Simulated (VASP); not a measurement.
Crystal: Cu.

```xyz
1
Lattice="0.0000 1.8075 1.8075 1.8075 0.0000 1.8075 1.8075 1.8075 0.0000" Properties=species:S:1:pos:R:3 pbc="T T T"
Cu    0.0000    0.0000    0.0000
```

```yaml
Program: VASP 6.6.1
Task: relaxation of cell and atoms
Functional: PBEsol
Potentials_or_basis: VASP PAW PBE potentials, release 64 (Cu)
Cutoff: 600 eV
k_mesh: 18 × 18 × 18
Occupations: methfessel-paxton, width 0.1 eV
Spin: no spin polarisation
```

At the start: pressure -5.6 GPa; volume 11.81 Å³/atom.

Question: How do energy, volume and symmetry change on relaxing?

Answer: Over 3 steps the energy falls by 8.0 meV/atom and the volume is 11.37 Å³/atom (-3.7 %); space group Fm-3m (No. 225, to 0.05 Å).

The path:
```csv
step,energy change (eV),largest force (eV/Å),pressure (GPa),volume (Å³)
1,0.0000,0.0000,-5.61,11.81
2,-0.0049,0.0000,3.95,11.12
3,-0.0080,0.0000,0.03,11.37
```

Final structure:
```yaml
crystal:
  lattice:
    - [0.00000, 1.78486, 1.78486]
    - [1.78486, 0.00000, 1.78486]
    - [1.78486, 1.78486, 0.00000]
  atoms:
    - { symbol: Cu, position: [0.00000, 0.00000, 0.00000] }
```

Caveat: the PAW data sets were made with another functional, which shifts forces and pressure a little.
